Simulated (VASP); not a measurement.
# NaY (Pm-3m) in VASP: notebook

The runs below take NaY through band structure, with SCAN, TPSS, TB-mBJ.

Everything below comes from runs of VASP 6.6.1. Logs are shortened: lines on timing, memory, paths and dates and some standing lists are left out, and cuts for length are marked.

## Step 1: Starting point

The structure is cubic, space group Pm-3m (No. 221). Conventional cell: a = 4.012 Å, b = 4.012 Å, c = 4.012 Å, α = 90.00°, β = 90.00°, γ = 90.00°. Na (site symmetry m-3m) is surrounded by 8 Y at 3.47 Å. Y (site symmetry m-3m) is surrounded by 8 Na at 3.47 Å.

The cell was built by a generator and needn't be a form met in nature.

## Step 2: Band structure, SCAN

INCAR reads:

```
ALGO = Normal
EDIFF = 1E-7
ENCUT = 520
ISIF = 2
ISMEAR = -1
LASPH = T
LCHARG = F
LMAXMIX = 4
LMIXTAU = T
LREAL = F
LWAVE = F
METAGGA = SCAN
NELM = 60
PREC = Accurate
SIGMA = 0.05
```

KPOINTS reads:

```
k-points
0
Gamma
  7 7 7
```

POSCAR reads:

```
NaY
1.0
    4.0118800000      0.0000000000      0.0000000000
    0.0000000000      4.0118800000      0.0000000000
    0.0000000000      0.0000000000      4.0118800000
Na Y
1 1
Direct
    0.0000000000      0.0000000000      0.0000000000
    0.5000000000      0.5000000000      0.5000000000
```

KPOINTS_OPT reads:

```
path GXMGRX,MR
10
line-mode
reciprocal
 0.0000000000  0.0000000000  0.0000000000  G
 0.0000000000  0.5000000000  0.0000000000  X

 0.0000000000  0.5000000000  0.0000000000  X
 0.5000000000  0.5000000000  0.0000000000  M

 0.5000000000  0.5000000000  0.0000000000  M
 0.0000000000  0.0000000000  0.0000000000  G

 0.0000000000  0.0000000000  0.0000000000  G
 0.5000000000  0.5000000000  0.5000000000  R

 0.5000000000  0.5000000000  0.5000000000  R
 0.0000000000  0.5000000000  0.0000000000  X

 0.5000000000  0.5000000000  0.0000000000  M
 0.5000000000  0.5000000000  0.5000000000  R
```

Potentials or basis: VASP PAW PBE potentials, release 64 (Na_pv, Y_sv).

Launch:

```bash
$ cat potpaw_PBE.64/Na_pv/POTCAR potpaw_PBE.64/Y_sv/POTCAR > POTCAR
$ mpirun -np 1 vasp_std > vasp.out
```

OUTCAR:

```text
EDIFF = 1E-7
   ENCUT = 520
   ISIF = 2
   ISMEAR = -1
   LASPH = T
   LREAL = F
   METAGGA = SCAN
   NELM = 60
   PREC = Accurate

 ion  position               nearest neighbor table
   1  0.000  0.000  0.000-   2 3.47   2 3.47   2 3.47   2 3.47   2 3.47   2 3.47   2 3.47   2 3.47

   2  0.500  0.500  0.500-   1 3.47   1 3.47   1 3.47   1 3.47   1 3.47   1 3.47   1 3.47   1 3.47

  LATTYP: Found a simple cubic cell.
 ALAT       =     4.0118800000

  Lattice vectors:

 A1 = (   4.0118800000,   0.0000000000,   0.0000000000)
 A2 = (   0.0000000000,   4.0118800000,   0.0000000000)
 A3 = (   0.0000000000,   0.0000000000,   4.0118800000)

Analysis of symmetry for initial positions (statically):
=====================================================================
 Subroutine PRICEL returns:
 Original cell was already a primitive cell.

 Routine SETGRP: Setting up the symmetry group for a
 simple cubic supercell.

 Subroutine GETGRP returns: Found 48 space group operations
 (whereof 48 operations were pure point group operations)
 out of a pool of 48 trial point group operations.

The static configuration has the point symmetry O_h .

Analysis of symmetry for dynamics (positions and initial velocities):
=====================================================================
 Subroutine PRICEL returns:
 Original cell was already a primitive cell.

 Routine SETGRP: Setting up the symmetry group for a
 simple cubic supercell.

 Subroutine GETGRP returns: Found 48 space group operations
 (whereof 48 operations were pure point group operations)
 out of a pool of 48 trial point group operations.

The dynamic configuration has the point symmetry O_h .

 Subroutine INISYM returns: Found 48 space group operations
 (whereof 48 operations are pure point group operations),
 and found     1 'primitive' translations

----------------------------------------------------------------------------------------

                                     Primitive cell

  volume of cell :      64.5719

  direct lattice vectors                    reciprocal lattice vectors
     4.011880000  0.000000000  0.000000000     0.249259699  0.000000000  0.000000000
     0.000000000  4.011880000  0.000000000     0.000000000  0.249259699  0.000000000
     0.000000000  0.000000000  4.011880000     0.000000000  0.000000000  0.249259699

  length of vectors
     4.011880000  4.011880000  4.011880000     0.249259699  0.249259699  0.249259699

  position of ions in fractional coordinates (direct lattice)
     0.000000000  0.000000000  0.000000000
     0.500000000  0.500000000  0.500000000

  ion indices of the primitive-cell ions
   primitive index   ion index
                 1           1
                 2           2

----------------------------------------------------------------------------------------

 KPOINTS: k-points

Automatic generation of k-mesh.
 Grid dimensions read from file:
 generate k-points for:    7    7    7

 Generating k-lattice:

  Cartesian coordinates                     Fractional coordinates (reciprocal lattice)
     0.035608528  0.000000000  0.000000000     0.142857143  0.000000000  0.000000000
     0.000000000  0.035608528  0.000000000     0.000000000  0.142857143  0.000000000
     0.000000000  0.000000000  0.035608528     0.000000000  0.000000000  0.142857143

  Length of vectors
     0.035608528  0.035608528  0.035608528

  Shift w.r.t. Gamma in fractional coordinates (k-lattice)
     0.000000000  0.000000000  0.000000000

 Subroutine IBZKPT returns following result:
 ===========================================

 Found     20 irreducible k-points:

 Following reciprocal coordinates:
            Coordinates               Weight
  0.000000  0.000000  0.000000      1.000000
  0.142857  0.000000  0.000000      6.000000
  0.285714  0.000000  0.000000      6.000000
  0.428571  0.000000  0.000000      6.000000
  0.142857  0.142857  0.000000     12.000000
  0.285714  0.142857  0.000000     24.000000
[... 12 lines left out ...]
  0.428571  0.428571  0.285714     24.000000
  0.428571  0.428571  0.428571      8.000000
   k-points           NKPTS =     20   k-points in BZ     NKDIM =     20   number of bands    NBANDS=     13
   number of dos      NEDOS =    301   number of ions     NIONS =      2
   total plane-waves  NPLWV =  27000
   dimension x,y,z NGX =    30 NGY =   30 NGZ =   30
   dimension x,y,z NGXF=    60 NGYF=   60 NGZF=   60
   ions per type =               1   1
   NGX,Y,Z   is equivalent  to a cutoff of  12.43, 12.43, 12.43 a.u.
   NGXF,Y,Z  is equivalent  to a cutoff of  24.86, 24.86, 24.86 a.u.
 SYSTEM =  unknown system
   PREC   = accura    normal or accurate (medium, high low for compatibility)
   ISTART =      0    job   : 0-new  1-cont  2-samecut
   ICHARG =      2    charge: 1-file 2-atom 10-const
   ISPIN  =      1    spin polarized calculation?
   LNONCOLLINEAR =      F non collinear calculations
   LSORBIT =      F    spin-orbit coupling
   LASPH  =      T    aspherical Exc in radial PAW
   ENCUT  =  520.0 eV  38.22 Ry    6.18 a.u.   7.46  7.46  7.46*2*pi/ulx,y,z
   NELM   =     60;   NELMIN=  2; NELMDL= -5     # of ELM steps
   EDIFF  = 0.1E-06   stopping-criterion for ELM
   LREAL  =      F    real-space projection
   EDIFFG = 0.1E-05   stopping-criterion for IOM
   NSW    =      0    number of steps for IOM
   IBRION =     -1    ionic relax: 0-MD 1-quasi-New 2-CG
   NFREE  =      0    steps in history (QN), initial steepest desc. (CG)
   ISIF   =      2    stress and relaxation
   ISYM   =      2    0-nonsym 1-usesym 2-fastsym
   POTIM  = 0.5000    time-step for ionic-motion
   TEBEG  =    0.0;   TEEND  =   0.0 temperature during run
   PSTRESS=    0.0 pullay stress
   NELECT =      18.0000    total number of electrons
   NUPDOWN=      -1.0000    fix difference up-down
   EMIN   =  10.00;   EMAX   =-10.00  energy-range for DOS
   EFERMI =   0.00;   METHOD = LEGACY
   ISMEAR =    -1;   SIGMA  =   0.05  broadening in eV -4-tet -1-fermi 0-gaus
   EFERMI_NEDOS =   21; number of points for ismear=-14 and -15
   IALGO  =     38    algorithm
   IMIX   =      4    mixing-type and parameters
     AMIX     =   0.40;   BMIX     =  1.00
     AMIX_MAG =   1.60;   BMIX_MAG =  1.00
  volume/ion in A,a.u.               =      32.29       217.88
  Fermi-wavevector in a.u.,A,eV,Ry     =   1.069427  2.020924 15.560625  1.143674
  Thomas-Fermi vector in A             =   2.205106
   LORBIT       =      0    0 simple, 1 ext, 2 COOP (PROOUT), +10 PAW based schemes
   METAGGA = SCAN    functional components
   LHFCALC =     F    Hartree Fock is set to
   AEXX    =    0.0000 exact exchange contribution
   IVDW    =     0    specifies the selected vdW correction
   LEPSILON=     F    determine dielectric tensor
   LRPA    =     F    only Hartree local field effects (RPA)
 non-spin polarized calculation
  energy-cutoff  :      520.00
  volume of cell :       64.57
 maximum number of plane-waves:      1763
 NGX is ok and might be reduce to    30
   NGX = 15   NGY = 15   NGZ = 15

 number of electron      17.9999978 magnetization

 Free energy of the ion-electron system (eV)
  ---------------------------------------------------
  ext. energy  EPLUGINS =         0.00000000
  ---------------------------------------------------
  free energy    TOTEN  =       -31.16561635 eV

  energy without entropy =      -31.14035209  energy(sigma->0) =      -31.15298422

 E-fermi :   1.9081     XC(G=0):  -8.8419

 val. band max:        1.9001570841   @ k =   0.4286   0.4286   0.2857
 cond. band min:       1.9309112064   @ k =   0.2857   0.2857   0.1429
 fundamental gap:      0.0307541223
 Fermi energy:         1.9080598143

 k-point     1 :       0.0000    0.0000    0.0000
  band No.  band energies     occupation
      1     -43.3814      2.00000
      2     -22.8613      2.00000
      3     -22.8613      2.00000
      4     -22.8613      2.00000
      5     -22.5206      2.00000
      6     -22.5206      2.00000
      7     -22.5206      2.00000
      8      -2.5180      2.00000
      9       1.7504      1.91799
     10       1.7505      1.91799
     11       4.9474      0.00000
     12       4.9474      0.00000
     13       4.9474      0.00000

 k-point     2 :       0.1429    0.0000    0.0000
  band No.  band energies     occupation
      1     -43.3805      2.00000
      2     -22.8615      2.00000
      3     -22.8586      2.00000
      4     -22.8586      2.00000
      5     -22.5413      2.00000
      6     -22.5217      2.00000
      7     -22.5217      2.00000
      8      -2.2820      2.00000
      9       1.7738      1.87225
     10       1.8394      1.59578
     11       4.5860      0.00000
     12       4.5860      0.00000
     13       4.9797      0.00000

 k-point     3 :       0.2857    0.0000    0.0000
  band No.  band energies     occupation
      1     -43.3784      2.00000
      2     -22.8610      2.00000
      3     -22.8526      2.00000
      4     -22.8526      2.00000
      5     -22.5885      2.00000
      6     -22.5242      2.00000
      7     -22.5242      2.00000
      8      -1.6213      2.00000
      9       1.5574      1.99820
     10       2.0595      0.09224
     11       4.0165      0.00000
     12       4.0165      0.00000
     13       5.0546      0.00000

 k-point     4 :       0.4286    0.0000    0.0000
  band No.  band energies     occupation
      1     -43.3767      2.00000
      2     -22.8593      2.00000
      3     -22.8477      2.00000
      4     -22.8477      2.00000
      5     -22.6274      2.00000
      6     -22.5263      2.00000
      7     -22.5263      2.00000
      8      -0.7194      2.00000
      9       0.8019      2.00000
     10       2.2624      0.00167
     11       3.6712      0.00000
     12       3.6712      0.00000
     13       5.1168      0.00000

 k-point     5 :       0.1429    0.1429    0.0000
  band No.  band energies     occupation
      1     -43.3795      2.00000
      2     -22.8660      2.00000
      3     -22.8564      2.00000
      4     -22.8540      2.00000
      5     -22.5479      2.00000
      6     -22.5342      2.00000
      7     -22.5223      2.00000
      8      -2.0489      2.00000
      9       1.8690      1.37158
     10       1.8789      1.28381
     11       4.1552      0.00000
     12       4.5469      0.00000
     13       4.7136      0.00000
[... 193 lines left out ...]
 k-point    18 :       0.4286    0.2857    0.2857
  band No.  band energies     occupation
      1     -43.3707      2.00000
      2     -22.8711      2.00000
      3     -22.8690      2.00000
      4     -22.8542      2.00000
      5     -22.5987      2.00000
      6     -22.5781      2.00000
      7     -22.5659      2.00000
      8       0.7207      2.00000
      9       1.5945      1.99623
     10       2.1558      0.01400
     11       3.2688      0.00000
     12       3.2703      0.00000
     13       4.1035      0.00000

 k-point    19 :       0.4286    0.4286    0.2857
  band No.  band energies     occupation
      1     -43.3691      2.00000
      2     -22.8709      2.00000
      3     -22.8697      2.00000
      4     -22.8534      2.00000
      5     -22.5989      2.00000
      6     -22.5982      2.00000
      7     -22.5743      2.00000
      8       1.1101      2.00000
      9       1.7950      1.81121
     10       1.9002      1.07886
     11       2.9329      0.00000
     12       4.1557      0.00000
     13       4.2575      0.00000

 k-point    20 :       0.4286    0.4286    0.4286
  band No.  band energies     occupation
      1     -43.3674      2.00000
      2     -22.8624      2.00000
      3     -22.8580      2.00000
      4     -22.8580      2.00000
      5     -22.6065      2.00000
      6     -22.6065      2.00000
      7     -22.6024      2.00000
      8       1.3978      1.99993
      9       1.6450      1.98968
     10       1.6450      1.98968
     11       4.1559      0.00000
     12       4.3915      0.00000
     13       4.3915      0.00000

------------------------ aborting loop because EDIFF is reached ----------------------------------------

  FORCE on cell =-STRESS in cart. coord.  units (eV):
  Direction    XX          YY          ZZ          XY          YZ          ZX
  --------------------------------------------------------------------------------------
  -------------------------------------------------------------------------------------
  Total       -0.1106520     -0.1106520     -0.1106520      0.0000000      0.0000000     -0.0000000
  in kB       -2.7455284     -2.7455284     -2.7455284      0.0000000      0.0000000     -0.0000000
  external PRESSURE =      -2.7455284 kB  Pullay stress =       0.0000000 kB

 VOLUME and BASIS-vectors are now :
 -----------------------------------------------------------------------------
  energy-cutoff  :      520.00
  volume of cell :       64.57
      direct lattice vectors                 reciprocal lattice vectors
     4.011880000  0.000000000  0.000000000     0.249259699  0.000000000  0.000000000
     0.000000000  4.011880000  0.000000000     0.000000000  0.249259699  0.000000000
     0.000000000  0.000000000  4.011880000     0.000000000  0.000000000  0.249259699

 POSITION                                       TOTAL-FORCE (eV/Angst)
 -----------------------------------------------------------------------------------
      0.00000      0.00000      0.00000         0.000000      0.000000      0.000000
      2.00594      2.00594      2.00594         0.000000      0.000000      0.000000
 -----------------------------------------------------------------------------------
    total drift:                                0.000000      0.000000      0.000000

  FREE ENERGIE OF THE ION-ELECTRON SYSTEM (eV)
  ---------------------------------------------------
  free  energy   TOTEN  =       -31.1656163467 eV

  energy  without entropy=      -31.1403520928  energy(sigma->0) =      -31.15298422
```

It took 2.1 min on 1 thread of Intel Xeon 6975P-C (Granite Rapids), shared host; peak memory 0.19 GiB.

What came out:

```yaml
Free_energy: -31.1656 eV
Pressure: -0.3 GPa
Band_gap_along_the_path: none (metal or under the smearing width)
```

Levels at the corners of the path, in eV from the Fermi level:
```
point  band 5  band 6  band 7  band 8  band 9  band 10  band 11  band 12  band 13
    Γ  -24.43  -24.43  -24.43   -4.43   -0.16    -0.16     3.04     3.04     3.04
    X  -24.54  -24.43  -24.43   -2.37   -1.36     0.39     1.72     1.72     3.22
    X  -24.54  -24.43  -24.43   -2.37   -1.36     0.39     1.72     1.72     3.22
    M  -24.50  -24.50  -24.43   -1.12   -0.50     0.66     0.66     1.96     1.96
    M  -24.50  -24.50  -24.43   -1.12   -0.50     0.66     0.66     1.96     1.96
    Γ  -24.43  -24.43  -24.43   -4.43   -0.16    -0.16     3.04     3.04     3.04
    Γ  -24.43  -24.43  -24.43   -4.43   -0.16    -0.16     3.04     3.04     3.04
    R  -24.52  -24.52  -24.52   -0.37   -0.37    -0.37     2.92     2.92     2.92
    R  -24.52  -24.52  -24.52   -0.37   -0.37    -0.37     2.92     2.92     2.92
    X  -24.54  -24.43  -24.43   -2.37   -1.36     0.39     1.72     1.72     3.22
    M  -24.50  -24.50  -24.43   -1.12   -0.50     0.66     0.66     1.96     1.96
    R  -24.52  -24.52  -24.52   -0.37   -0.37    -0.37     2.92     2.92     2.92
```

Caveat: the PAW data sets were made with another functional, which shifts forces and pressure a little.

(Continued in part 2 of 2.)
